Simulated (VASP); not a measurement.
Here is the system:

```xyz
1
Lattice="-2.8250 2.8250 2.8250 2.8250 -2.8250 2.8250 2.8250 2.8250 -2.8250" Properties=species:S:1:pos:R:3 pbc="T T T"
Rb     0.0000     0.0000     0.0000
```

All values below come from r2SCAN meta-GGA, VASP's PBE PAW potentials (set 64) (plane waves; VASP). Run with 520 eV cut-off, 8×8×8 Γ-centred mesh, first-order Methfessel-Paxton smearing of 0.10 eV, potentials Rb_sv.

Energy and stress use the plane-wave basis of the starting cell.

Problem. The ions, cell shape and volume are relaxed. Which structure does the run end with?

Solution. 
```xyz
1
Lattice="-2.8767 2.8767 2.8767 2.8767 -2.8767 2.8767 2.8767 2.8767 -2.8767" Properties=species:S:1:pos:R:3 pbc="T T T"
Rb     0.0000     0.0000     0.0000
```
Space group Im-3m (229), at a tolerance of 0.03 Å.

Problem. How do energy and volume change from the first to the last step?

Solution. The energy (σ→0) changes by -2.5 meV/atom and the volume by +5.6 %, in 5 ionic steps.

The compound is Rb in the bcc structure. This run relaxes it. Symmetry was kept, so distortions that lower it aren't found.
